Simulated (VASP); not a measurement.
Input:

```xyz
2
Lattice="0.0000 2.3809 2.3809 2.3809 0.0000 2.3809 2.3809 2.3809 0.0000" Properties=species:S:1:pos:R:3 pbc="T T T"
Cd     0.0000     0.0000     0.0000
O      2.3809     2.3809     2.3809
```

Method: PBE GGA, VASP's PBE PAW potentials (set 64) (plane waves; VASP). Numerical set-up: PREC = Normal, 500 eV cut-off, 4×4×4 Γ-centred mesh, Gaussian smearing of 0.010 eV, potentials Cd_sv_GW O_GW_new.

What does the run give for the energy per atom (σ→0), pressure, band gap (on the k-mesh) with the smallest direct gap where there is one?

```json
{
  "band gap (on the k-mesh)": "none (metal, semimetal or under 0.01 eV)",
  "energy per atom (σ→0)": "-3.902 eV/atom",
  "pressure": "-3.06 GPa"
}
```

The absolute energy has meaning only against runs of the same code, potentials and settings.

The compound is CdO in the rock salt structure. This cell is one point of a volume scan, at 1.04 of the reference volume. The k-mesh is coarse (spacing up to 0.57 per Å, 2π included), so the numbers may not be converged in it.
